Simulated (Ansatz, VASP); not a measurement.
## Si2Mo: VASP beside Ansatz

Aim: how closely do two programs agree when they are given the same cell, functional and k mesh? The cell is taken from a series of runs on this material, whose earlier steps may have relaxed, scaled, displaced or heated it; both programs get it as it stands.

Program: Ansatz 0.2.0. Level of theory: plane waves, with VASP 6.6.1 beside it; zone-centre phonons at PBEsol. Results are calculated unless marked as measured.

**1. The starting structure**

Symmetry: I4/mmm, No. 139, tetragonal system. The conventional cell has a = 3.144 Å, b = 3.144 Å, c = 7.730 Å, α = 90.00°, β = 90.00°, γ = 90.00°. Nearest to Si lie 5 Si at 2.56 to 2.58 Å and 5 Mo at 2.57 to 2.59 Å. Nearest to Mo lie 10 Si at 2.57 to 2.59 Å. Farther neighbours are not listed.

As a file:

```cif
data_structure
_symmetry_space_group_name_H-M 'P 1'
_symmetry_Int_Tables_number 1
_cell_length_a 4.4587
_cell_length_b 4.4587
_cell_length_c 4.4587
_cell_angle_alpha 138.706
_cell_angle_beta 138.706
_cell_angle_gamma 59.823
_cell_volume 38.21
loop_
_atom_site_label
_atom_site_type_symbol
_atom_site_fract_x
_atom_site_fract_y
_atom_site_fract_z
_atom_site_occupancy
Si1 Si 0.33451 0.33451 0.00000 1
Si2 Si 0.66549 0.66549 0.00000 1
Mo3 Mo 0.00000 0.00000 0.00000 1
```

**2. VASP: zone-centre phonons, PBEsol**

Second derivatives magnify differences that forces hide, and they need a tight electronic threshold.

Lines of VASP's logs that name or quote its potential files are left out, and so is its time.

INCAR

```
SYSTEM = Si2Mo
PREC = Accurate
ENCUT = 500
EDIFF = 1E-08
NELM = 120
ISMEAR = 1
SIGMA = 0.2
LREAL = .FALSE.
ALGO = Normal
GGA = PS
NBANDS = 17
LASPH = .TRUE.
LORBIT = 11
LWAVE = .FALSE.
LCHARG = .FALSE.
ISIF = 2
IBRION = 8
GGA_COMPAT = .FALSE.
KPAR = 2
```

POSCAR

```
Si2Mo
1.0
   -1.5721813188      1.5721813188      3.8648309092
    1.5721813188     -1.5721813188      3.8648309092
    1.5721813188      1.5721813188     -3.8648309092
Si Mo
2 1
Direct
    0.3345136431      0.3345136431      0.0000000000
    0.6654863569      0.6654863569      0.0000000000
    0.0000000000      0.0000000000      0.0000000000
```

KPOINTS

```
Automatic mesh
0
Gamma
20 20 20
0 0 0
```

Potentials, in the order of the species: Si and Mo_sv (PBE family, release 64).

Launch:

```console
$ mpirun -np 2 vasp_std
```

Numbers of over 12 decimals in the logs are rounded to 6 here.

The log of the run:

```text
[banner, memory and clock lines left out]
running    2 mpi-ranks, on    1 nodes
 distrk:  each k-point on    1 cores,    2 groups
 distr:  one band on    1 cores,    1 groups

 POSCAR found type information on POSCAR SiMo
 POSCAR found :  2 types and       3 ions
|                                                                             |
|               ----> ADVICE to this user running VASP <----                  |
|                                                                             |
|     You enforced a specific xc type in the INCAR file but a different       |
|     [... a line on the potential file left out ...]
|     I HOPE YOU KNOW WHAT YOU ARE DOING!                                     |
|                                                                             |

 LDA part: xc-table for (Slater+PW92), standard interpolation
 POSCAR, INCAR and KPOINTS ok, starting setup
 FFT: planning ... GRIDC
 FFT: planning ... GRID_SOFT
 FFT: planning ... GRID
 WAVECAR not read
 entering main loop
       N       E                     dE             d eps       ncg     rms          rms(c)
DAV:   1     0.116369928922E+03    0.11637E+03   -0.11173E+04 21826   0.120E+03
DAV:   2    -0.231621277108E+02   -0.13953E+03   -0.13708E+03 26739   0.306E+02
DAV:   3    -0.259444913137E+02   -0.27824E+01   -0.27560E+01 27283   0.390E+01
DAV:   4    -0.259591420311E+02   -0.14651E-01   -0.14638E-01 26591   0.309E+00
DAV:   5    -0.259592351380E+02   -0.93107E-04   -0.93100E-04 27288   0.255E-01    0.253E+01
DAV:   6    -0.251808695420E+02    0.77837E+00   -0.55624E+00 23412   0.161E+01    0.592E+00
DAV:   7    -0.250673213302E+02    0.11355E+00   -0.74535E-01 22951   0.540E+00    0.517E+00
DAV:   8    -0.250294788649E+02    0.37842E-01   -0.10143E-01 23806   0.244E+00    0.441E-01
DAV:   9    -0.250285816363E+02    0.89723E-03   -0.18120E-03 27025   0.357E-01    0.227E-01
DAV:  10    -0.250284797538E+02    0.10188E-03   -0.46351E-04 24808   0.188E-01    0.600E-02
DAV:  11    -0.250284699233E+02    0.98304E-05   -0.12861E-04 24166   0.857E-02    0.296E-02
DAV:  12    -0.250284684517E+02    0.14717E-05   -0.20694E-05 23395   0.324E-02    0.958E-03
DAV:  13    -0.250284677338E+02    0.71786E-06   -0.16423E-06 23700   0.110E-02    0.226E-03
DAV:  14    -0.250284676768E+02    0.56987E-07   -0.28315E-08 27149   0.134E-03    0.341E-04
DAV:  15    -0.250284676605E+02    0.16355E-07   -0.21673E-09 12185   0.404E-04    0.354E-04
DAV:  16    -0.250284676599E+02    0.60891E-09   -0.49825E-10 11673   0.196E-04
   1 F= -.25028468E+02 E0= -.25028615E+02  d E =0.441217E-03
 Linear response reoptimize wavefunctions to high precision
DAV:   1    -0.250284676602E+02   -0.33697E-09   -0.36426E-11 12104   0.444E-05
DAV:   2    -0.250284676602E+02   -0.90949E-12   -0.35941E-12 11539   0.151E-05
 Linear response DOF=           4
 Linear response progress:
  Degree of freedom:   1/  4
       N       E                     dE             d eps       ncg     rms          rms(c)
RMM:   1    -0.206621116189E-01   -0.20662E-01   -0.13790E-02178013   0.910E-01
RMM:   2    -0.163411617623E-01    0.43209E-02   -0.13108E-03114928   0.229E-01    0.973E-02
RMM:   3    -0.164187361002E-01   -0.77574E-04   -0.17545E-04114514   0.658E-02    0.521E-02
RMM:   4    -0.165841960020E-01   -0.16546E-03   -0.10845E-04118586   0.495E-02    0.106E-02
RMM:   5    -0.165709116958E-01    0.13284E-04   -0.13637E-06120991   0.127E-02    0.181E-03
RMM:   6    -0.165747052732E-01   -0.37936E-05   -0.38745E-07122010   0.263E-03    0.624E-04
RMM:   7    -0.165727420945E-01    0.19632E-05    0.69872E-08128191   0.800E-04    0.154E-04
RMM:   8    -0.165733269414E-01   -0.58485E-06    0.81375E-09128556   0.194E-04    0.424E-05
RMM:   9    -0.165733600679E-01   -0.33126E-07    0.96669E-09126415   0.629E-05    0.167E-05
RMM:  10    -0.165733779051E-01   -0.17837E-07    0.15447E-09131309   0.314E-05    0.522E-06
RMM:  11    -0.165733966686E-01   -0.18764E-07    0.40053E-09126942   0.240E-05    0.111E-06
RMM:  12    -0.165733964201E-01    0.24849E-09    0.22453E-09121947   0.178E-05    0.288E-07
 first order change of Fermi-energy   0.18058E-04
 force on displaced ion       1 direction 1 :  -9.694   0.000  -0.000
 Linear response progress:
  Degree of freedom:   2/  4
       N       E                     dE             d eps       ncg     rms          rms(c)
RMM:   1    -0.301555306396E-01   -0.30156E-01   -0.60102E-03 53485   0.116E+00
RMM:   2    -0.228292244684E-01    0.73263E-02   -0.23321E-03 36449   0.297E-01    0.158E-01
RMM:   3    -0.228142929655E-01    0.14932E-04   -0.67382E-04 33717   0.127E-01    0.122E-01
RMM:   4    -0.228737900080E-01   -0.59497E-04   -0.10121E-04 34768   0.633E-02    0.448E-02
RMM:   5    -0.229323454356E-01   -0.58555E-04   -0.16663E-05 37615   0.240E-02    0.164E-02
RMM:   6    -0.229359776472E-01   -0.36322E-05   -0.19421E-06 36510   0.794E-03    0.270E-03
RMM:   7    -0.229356718980E-01    0.30575E-06    0.10490E-07 37668   0.218E-03    0.633E-04
RMM:   8    -0.229348175096E-01    0.85439E-06   -0.86862E-08 37105   0.778E-04    0.331E-04
RMM:   9    -0.229353015903E-01   -0.48408E-06    0.19745E-08 37181   0.306E-04    0.447E-05
RMM:  10    -0.229354189192E-01   -0.11733E-06    0.76795E-09 39908   0.106E-04    0.179E-05
RMM:  11    -0.229354273011E-01   -0.83819E-08   -0.56764E-10 38293   0.371E-05    0.304E-06
 first order change of Fermi-energy  -0.51816E-01
 force on displaced ion       1 direction 3 :  -0.000  -0.000 -14.951
 Linear response progress:
  Degree of freedom:   3/  4
       N       E                     dE             d eps       ncg     rms          rms(c)
RMM:   1    -0.779639670601E+00   -0.77964E+00    0.42598E+00 43010   0.219E+01
RMM:   2    -0.580968198512E+00    0.19867E+00   -0.28303E-01 60704   0.368E+00    0.163E-01
RMM:   3    -0.580469333003E+00    0.49887E-03   -0.46228E-03 78008   0.486E-01    0.899E-02
RMM:   4    -0.579514589165E+00    0.95474E-03   -0.41156E-04 83420   0.151E-01    0.246E-02
RMM:   5    -0.579389266213E+00    0.12532E-03   -0.43828E-05 91262   0.405E-02    0.954E-03
RMM:   6    -0.579398366398E+00   -0.91002E-05   -0.56000E-06 81304   0.134E-02    0.115E-03
RMM:   7    -0.579399449138E+00   -0.10827E-05   -0.86320E-07 91973   0.455E-03    0.530E-04
RMM:   8    -0.579402588295E+00   -0.31392E-05   -0.43362E-07 86400   0.152E-03    0.247E-04
RMM:   9    -0.579406404946E+00   -0.38167E-05   -0.13387E-07 84945   0.808E-04    0.303E-05
RMM:  10    -0.579406516846E+00   -0.11190E-06   -0.50043E-08 90400   0.382E-04    0.176E-05
RMM:  11    -0.579406924157E+00   -0.40731E-06   -0.41878E-08 86217   0.235E-04    0.612E-06
RMM:  12    -0.579406960557E+00   -0.36401E-07   -0.85419E-09 95470   0.144E-04    0.180E-06
RMM:  13    -0.579406936875E+00    0.23683E-07   -0.92521E-09 85846   0.105E-04    0.163E-06
RMM:  14    -0.579406937899E+00   -0.10240E-08   -0.11106E-08 72305   0.867E-05    0.214E-06
 first order change of Fermi-energy  -0.94676E-03
 force on displaced ion       3 direction 1 : -11.931  -0.000   0.000
 Linear response progress:
  Degree of freedom:   4/  4
       N       E                     dE             d eps       ncg     rms          rms(c)
RMM:   1    -0.822071202992E+00   -0.82207E+00    0.47380E+00 23331   0.225E+01
RMM:   2    -0.625100867370E+00    0.19697E+00   -0.29340E-01 33303   0.374E+00    0.178E-01
RMM:   3    -0.624050893797E+00    0.10500E-02   -0.47174E-03 41367   0.504E-01    0.910E-02
RMM:   4    -0.622803998941E+00    0.12469E-02   -0.63570E-04 42970   0.177E-01    0.266E-02
RMM:   5    -0.622612316696E+00    0.19168E-03   -0.68075E-05 48947   0.472E-02    0.145E-02
RMM:   6    -0.622490995423E+00    0.12132E-03   -0.89880E-06 49503   0.162E-02    0.384E-03
RMM:   7    -0.622502196124E+00   -0.11201E-04   -0.56028E-07 44860   0.649E-03    0.572E-04
RMM:   8    -0.622504852288E+00   -0.26562E-05   -0.45155E-07 50687   0.219E-03    0.363E-04
RMM:   9    -0.622506857458E+00   -0.20052E-05   -0.82373E-08 48581   0.783E-04    0.204E-04
RMM:  10    -0.622508989581E+00   -0.21321E-05   -0.13836E-08 47468   0.473E-04    0.251E-05
RMM:  11    -0.622508678002E+00    0.31158E-06   -0.49058E-09 48170   0.236E-04    0.126E-05
RMM:  12    -0.622508641144E+00    0.36858E-07    0.70876E-09 50736   0.148E-04    0.343E-06
RMM:  13    -0.622508687137E+00   -0.45993E-07    0.10192E-08 48896   0.109E-04    0.193E-06
RMM:  14    -0.622508742661E+00   -0.55524E-07   -0.25833E-09 47420   0.922E-05    0.632E-07
RMM:  15    -0.622508751808E+00   -0.91472E-08    0.34780E-09 49561   0.813E-05    0.251E-07
 first order change of Fermi-energy   0.55628E-03
 force on displaced ion       3 direction 3 :   0.000   0.000 -15.672
 Linear response finished
```

From OUTCAR (step 2):

```text
ion  position               nearest neighbor table
   1  0.335  0.335  0.000-   2 2.56   3 2.57   3 2.57   3 2.57   3 2.57   2 2.58   2 2.58   2 2.58
                             2 2.58   3 2.59
   2  0.665  0.665  0.000-   1 2.56   3 2.57   3 2.57   3 2.57   3 2.57   1 2.58   1 2.58   1 2.58
                             1 2.58   3 2.59
   3  0.000  0.000  0.000-   2 2.57   2 2.57   2 2.57   1 2.57   2 2.57   1 2.57   1 2.57   1 2.57
                             1 2.59   2 2.59

  LATTYP: Found a body centered tetragonal cell.
 ALAT       =     3.1443626376
 C/A-ratio  =     2.4582602929

 Subroutine GETGRP returns: Found 16 space group operations
 (whereof 16 operations were pure point group operations)

The static configuration has the point symmetry D_4h.

 Found    641 irreducible k-points:

   k-points           NKPTS =    641   k-points in BZ     NKDIM =    641   number of bands    NBANDS=     17

   dimension x,y,z NGX =    36 NGY =   36 NGZ =   36
   dimension x,y,z NGXF=    72 NGYF=   72 NGZF=   72

   ENCUT  =  500.0 eV  36.75 Ry    6.06 a.u.   8.13  8.13  8.13*2*pi/ulx,y,z

   NELECT =      22.0000    total number of electrons

 k-points in reciprocal lattice and weights: Automatic mesh
   0.00000000  0.00000000  0.00000000       0.000
   0.05000000  0.00000000  0.00000000       0.001
   0.10000000  0.00000000  0.00000000       0.001
   0.15000000  0.00000000  0.00000000       0.001
   0.20000000  0.00000000  0.00000000       0.001
   0.25000000 -0.00000000  0.00000000       0.001
   0.30000000  0.00000000  0.00000000       0.001
   0.35000000 -0.00000000  0.00000000       0.001
   0.40000000  0.00000000 -0.00000000       0.001
[...]
-0.45000000 -0.45000000  0.45000000       0.000
   0.50000000  0.50000000  0.50000000       0.000

 average (electrostatic) potential at core
       1 -76.3931       2 -76.3931       3 -68.0641

  Total        2.4275780      2.4275780      2.4286900      0.0000000     -0.0000000      0.0000000
  in kB      101.7859954    101.7859954    101.8326212      0.0000000     -0.0000000      0.0000000
  external PRESSURE =     101.8015373 kB  Pullay stress =       0.0000000 kB

  energy-cutoff  :      500.00
  volume of cell :       38.21
      direct lattice vectors                 reciprocal lattice vectors
    -1.572181319  1.572181319  3.864830909     0.000000000  0.318029475  0.129371766
     1.572181319 -1.572181319  3.864830909     0.318029475  0.000000000  0.129371766
     1.572181319  1.572181319 -3.864830909     0.318029475  0.318029475  0.000000000

 POSITION                                       TOTAL-FORCE (eV/Angst)
 -----------------------------------------------------------------------------------
      0.00000      0.00000      2.58568         0.000000      0.000000     -0.005413
      0.00000      0.00000      5.14398        -0.000000     -0.000000      0.005413
      0.00000      0.00000      0.00000         0.000000      0.000000     -0.000000
 -----------------------------------------------------------------------------------
    total drift:                               -0.000000      0.000000      0.000000

 Eigenvectors and eigenvalues of the dynamical matrix
 ----------------------------------------------------

   1 f  =   13.858275 THz    87.074107 2PiTHz  462.262280 cm-1    57.313192 meV
             X         Y         Z           dx          dy          dz
      0.000000  0.000000  2.585677    -0.000000   -0.000000   -0.707107
      0.000000  0.000000  5.143984    -0.000000   -0.000000    0.707107
      0.000000  0.000000  0.000000     0.000000   -0.000000    0.000000

   2 f  =   10.808409 THz    67.911236 2PiTHz  360.529716 cm-1    44.699968 meV
             X         Y         Z           dx          dy          dz
      0.000000  0.000000  2.585677    -0.507218    0.492676   -0.000000
      0.000000  0.000000  5.143984     0.507218   -0.492676    0.000000
      0.000000  0.000000  0.000000     0.000000    0.000000    0.000000

   3 f  =   10.808409 THz    67.911236 2PiTHz  360.529716 cm-1    44.699968 meV
             X         Y         Z           dx          dy          dz
      0.000000  0.000000  2.585677     0.492676    0.507218   -0.000000
      0.000000  0.000000  5.143984    -0.492676   -0.507218    0.000000
      0.000000  0.000000  0.000000    -0.000000   -0.000000    0.000000

   4 f  =   10.396600 THz    65.323762 2PiTHz  346.793233 cm-1    42.996862 meV
             X         Y         Z           dx          dy          dz
      0.000000  0.000000  2.585677    -0.000000    0.000000    0.561536
      0.000000  0.000000  5.143984    -0.000000    0.000000    0.561536
      0.000000  0.000000  0.000000     0.000000   -0.000000   -0.607745

   5 f  =    9.071185 THz    56.995934 2PiTHz  302.582151 cm-1    37.515389 meV
             X         Y         Z           dx          dy          dz
      0.000000  0.000000  2.585677     0.000000    0.561534   -0.000000
      0.000000  0.000000  5.143984     0.000000    0.561534   -0.000000
      0.000000  0.000000  0.000000    -0.000000   -0.607749    0.000000

   6 f  =    9.071185 THz    56.995934 2PiTHz  302.582151 cm-1    37.515389 meV
             X         Y         Z           dx          dy          dz
      0.000000  0.000000  2.585677    -0.561534    0.000000    0.000000
      0.000000  0.000000  5.143984    -0.561534    0.000000   -0.000000
      0.000000  0.000000  0.000000     0.607749    0.000000    0.000000

   7 f/i=    0.000815 THz     0.005120 2PiTHz    0.027181 cm-1     0.003370 meV
             X         Y         Z           dx          dy          dz
      0.000000  0.000000  2.585677    -0.258181   -0.343544    0.000000
      0.000000  0.000000  5.143984    -0.258181   -0.343544    0.000000
      0.000000  0.000000  0.000000    -0.477096   -0.634839    0.000000

   8 f/i=    0.000815 THz     0.005120 2PiTHz    0.027181 cm-1     0.003370 meV
             X         Y         Z           dx          dy          dz
      0.000000  0.000000  2.585677     0.343544   -0.258181    0.000000
      0.000000  0.000000  5.143984     0.343544   -0.258181    0.000000
      0.000000  0.000000  0.000000     0.634839   -0.477096    0.000000

   9 f/i=    0.000876 THz     0.005506 2PiTHz    0.029230 cm-1     0.003624 meV
             X         Y         Z           dx          dy          dz
      0.000000  0.000000  2.585677    -0.000000    0.000000    0.429740
      0.000000  0.000000  5.143984    -0.000000    0.000000    0.429740
      0.000000  0.000000  0.000000    -0.000000    0.000000    0.794132

 ELASTIC MODULI CONTR FROM IONIC RELAXATION (kBar)
 Direction    XX          YY          ZZ          XY          YZ          ZX
 --------------------------------------------------------------------------------
 XX         -17.5560    -17.5560    -22.9896      0.0000     -0.0000      0.0000
 YY         -17.5560    -17.5560    -22.9896      0.0000     -0.0000      0.0000
 ZZ         -22.9896    -22.9896    -30.1051      0.0000     -0.0000      0.0000
 XY           0.0000      0.0000      0.0000      0.0000      0.0000      0.0000
 YZ          -0.0000     -0.0000     -0.0000      0.0000    -38.4417     -0.0000
 ZX           0.0000      0.0000      0.0000      0.0000     -0.0000    -16.4297
 --------------------------------------------------------------------------------
```

[end of part 1 of 2]

[Lines on the potential files, build, host, timing and source positions are cut from VASP's logs without a mark.]

[Logs are printed without paths, hosts, clocks, repeated set-up lines and the standing remarks that a program may print on its own settings, such as how far it seeks lower states.]

[Hosts, paths, dates, database ids (printed as entryN), source tags and the programs' standing remarks are cut or masked in the printed files.]
